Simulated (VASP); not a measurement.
Wanted: the native input for a VASP 6.6.1 run.

* Task: relaxation of cell and atoms
* Functional: PBE
* Dispersion: D3(BJ)
* Potentials or basis: VASP PAW PBE potentials, release 64 (Mg, H)
* Cutoff: 600 eV
* k mesh: 6 × 6 × 8
* Occupations: gaussian, width 0.02 eV
* Spin: no spin polarisation
* Dipole correction: no
* Further INCAR settings: ALGO = Fast; EDIFF = 1e-07; IBRION = 2; EDIFFG = -0.01; NSW = 100; ISIF = 3

The structure of MgH2 lies in POSCAR:

```
MgH2
1.0
    4.4766941100      0.0000000000      0.0000000000
    0.0000000000      4.4766941100      0.0000000000
    0.0000000000      0.0000000000      2.9925370200
Mg H
2 4
Direct
    0.5000000000      0.5000000000      0.5000000000
    0.0000000000      0.0000000000      0.0000000000
    0.6955720200      0.6955720200      0.0000000000
    0.8044279800      0.1955720000      0.5000000000
    0.3044280100      0.3044280100      0.0000000000
    0.1955720000      0.8044279800      0.5000000000
```

The cell is a database's computed one.

One way to write it, as run:

INCAR

```
PREC     = Accurate       # precision mode
ENCUT    = 600            # plane-wave cutoff, eV
EDIFF    = 1E-7           # SCF threshold, eV
ISMEAR   = 0              # smearing method
SIGMA    = 0.02           # smearing width, eV
LREAL    = False          # projectors in reciprocal space
LASPH    = True           # aspherical terms in the spheres
NELM     = 100            # most SCF steps
ALGO     = Fast           # electronic algorithm
ISIF     = 3              # what is computed and relaxed
LWAVE    = False          # write WAVECAR
LCHARG   = False          # write CHGCAR
GGA      = PE             # functional
IVDW     = 12             # dispersion correction
IBRION   = 2              # ionic algorithm
NSW      = 100            # ionic steps
EDIFFG   = -0.01          # ionic threshold
```

KPOINTS

```
regular mesh
0
Gamma
  6 6 8
```

Potentials or basis: VASP PAW PBE potentials, release 64 (Mg, H).

Command:

```sh
$ cat potpaw_PBE.64/Mg/POTCAR potpaw_PBE.64/H/POTCAR > POTCAR
$ mpirun -np 1 vasp_std > vasp.out
```

It gave:

- Relaxed volume: 9.76 Å³/atom
- Relaxed cell: a = 4.430 Å, b = 4.430 Å, c = 2.983 Å, α = 90.00°, β = 90.00°, γ = 90.00°
- Space group after relaxing (to 0.05 Å): P4_2/mnm (No. 136)
- Energy gained by relaxing: 1.0 meV/atom
- Ionic steps: 6
- Pressure after relaxing: 0.0 GPa
- Largest force after relaxing: 0.008 eV/Å
- Band gap on the k mesh: 3.84 eV, indirect (least direct gap 4.69 eV)
- Dispersion energy per atom: -0.141 eV

It took 33 s on 1 thread of Intel(R) Xeon(R) 6975P-C (Granite Rapids) (shared host), peak memory 0.21 GiB.
